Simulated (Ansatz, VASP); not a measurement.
# One calculation of GeW, two programs

Contents of INCAR:

```
PREC = Accurate
ENCUT = 520
EDIFF = 1E-6
ISMEAR = -1
SIGMA = 0.05
LREAL = F
LASPH = T
NELM = 80
ALGO = Normal
ISIF = 2
LWAVE = F
LCHARG = F
GGA = PE
NBANDS = 21
```

The input KPOINTS:

```
regular mesh
0
Gamma
  9 9 9
```

Contents of POSCAR:

```
GeW
1.0
    0.0000000000      2.5946807624      2.5946807624
    2.5946807624      0.0000000000      2.5946807624
    2.5946807624      2.5946807624      0.0000000000
Ge W
1 1
Direct
    0.5000000000      0.5000000000      0.5000000000
    0.0000000000      0.0000000000      0.0000000000
```

Contents of input.yaml:

```yaml
crystal:
  lattice:
    - [0.0, 2.5946807624, 2.5946807624]
    - [2.5946807624, 0.0, 2.5946807624]
    - [2.5946807624, 2.5946807624, 0.0]
  atoms:
    - { symbol: Ge, position: [0.5, 0.5, 0.5] }
    - { symbol: W, position: [0.0, 0.0, 0.0] }
hamiltonian:
  xc: pbe
  pseudopotentials: { kind: paw }
kpoints:
  mp_grid: { grid: [9, 9, 9] }
scf:
  occupations: { method: fermi_dirac, width: 0.05 }
output:
  forces: true
  stress: true
  eigenvalues: true
```

The cell was built by a generator and needn't be a form met in nature.

Alike in both runs: task single point; functional PBE; k mesh 9 × 9 × 9; occupations fermi-dirac, width 0.05 eV; no spin polarisation.

```csv
,VASP,Ansatz
version,VASP 6.6.1,Ansatz 0.2.0
potentials or method,"VASP PAW PBE potentials, release 64 (Ge_d, W_sv)",Ansatz PAW
plane-wave cutoff (eV),520,420
valence electrons in the cell,28,28
```

|  | VASP | Ansatz | Ansatz less VASP |
| --- | --- | --- | --- |
| gap on the k mesh at the Fermi level (eV) | none | none | - |
| pressure (GPa) | -2.9 | -3.1 | -0.21 |

A gap of «none» marks a metal or a gap that the smearing closes. With one functional, cell and mesh, what is left measures potentials, basis and numerics.

The runs have no spin-orbit coupling, so splittings on W are missing.
